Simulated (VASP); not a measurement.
These are PBEsol GGA, VASP's PBE PAW potentials (set 64) (plane waves; VASP) values and carry that method's errors.

VASP input:

INCAR:
```
! general
SYSTEM  =  NaCl
PREC    =  Accurate
ENCUT   =  400
LREAL   =  F
LASPH   =  T

! electronic loop
EDIFF   =  1E-6
NELM    =  100
ALGO    =  Normal

! smearing
ISMEAR  =  0
SIGMA   =  0.05

! functional
GGA     =  PS

! ions
IBRION  =  2
NSW     =  60
ISIF    =  3
EDIFFG  =  -0.01

! output
LWAVE   =  F
LCHARG  =  F
```

File POSCAR:
```
NaCl
1.0
  0.0000000000   2.7951718011   2.7951718011
  2.7951718011   0.0000000000   2.7951718011
  2.7951718011   2.7951718011   0.0000000000
Na Cl
1 1
Direct
  0.0000000000   0.0000000000   0.0000000000
  0.5000000000   0.5000000000   0.5000000000
```

File KPOINTS:
```
Regular mesh
0
G
 7 7 7
0 0 0
```

POTCAR, in this order: Na_pv Cl (PBE.64 set). Program: vasp_std.

The run wrote:

**OSZICAR**
```
       N       E                     dE             d eps       ncg     rms          rms(c)
DAV:   1     0.832855388061E+02    0.83286E+02   -0.64958E+03   457   0.107E+03
DAV:   2    -0.905448019450E-01   -0.83376E+02   -0.77198E+02   515   0.255E+02
DAV:   3    -0.702433098020E+01   -0.69338E+01   -0.68924E+01   532   0.771E+01
DAV:   4    -0.715541032260E+01   -0.13108E+00   -0.13094E+00   528   0.111E+01
DAV:   5    -0.715813715533E+01   -0.27268E-02   -0.27267E-02   582   0.159E+00    0.189E+00
DAV:   6    -0.700503944687E+01    0.15310E+00   -0.30365E-01   514   0.447E+00    0.137E+00
DAV:   7    -0.699447059123E+01    0.10569E-01   -0.67937E-02   588   0.203E+00    0.910E-01
DAV:   8    -0.699785670226E+01   -0.33861E-02   -0.69843E-03   458   0.958E-01    0.217E-01
DAV:   9    -0.699780392041E+01    0.52782E-04   -0.17223E-04   548   0.126E-01    0.122E-01
DAV:  10    -0.699787509798E+01   -0.71178E-04   -0.20041E-04   461   0.109E-01    0.392E-02
DAV:  11    -0.699786843226E+01    0.66657E-05   -0.14454E-05   515   0.325E-02    0.118E-02
DAV:  12    -0.699786799965E+01    0.43260E-06   -0.23321E-06   464   0.112E-02
   1 F= -.69978680E+01 E0= -.69978680E+01  d E =-.699787E+01
```

### OUTCAR
```
------------------------ aborting loop because EDIFF is reached ----------------------------------------
  FORCE on cell =-STRESS in cart. coord.  units (eV):
  Direction    XX          YY          ZZ          XY          YZ          ZX
  --------------------------------------------------------------------------------------
  Total        0.0054724      0.0054724      0.0054724      0.0000000      0.0000000     -0.0000000
  in kB        0.2007382      0.2007382      0.2007382      0.0000000      0.0000000     -0.0000000
  external PRESSURE =       0.2007382 kB  Pullay stress =       0.0000000 kB
  volume of cell :       43.68
      direct lattice vectors                 reciprocal lattice vectors
     0.000000000  2.795171801  2.795171801    -0.178879881  0.178879881  0.178879881
     2.795171801  0.000000000  2.795171801     0.178879881 -0.178879881  0.178879881
     2.795171801  2.795171801  0.000000000     0.178879881  0.178879881 -0.178879881
  FREE ENERGIE OF THE ION-ELECTRON SYSTEM (eV)
  ---------------------------------------------------
  free  energy   TOTEN  =        -6.9978679997 eV

  energy  without entropy=       -6.9978679997  energy(sigma->0) =       -6.99786800

 reached required accuracy - stopping structural energy minimisation
```
(Selected blocks of OUTCAR.)

The structure was generated: NaCl was put into the rock salt type (Fm-3m), which need not be its known phase. It was relaxed first, which changed the volume by -10 %. The start is the result of an earlier pass.
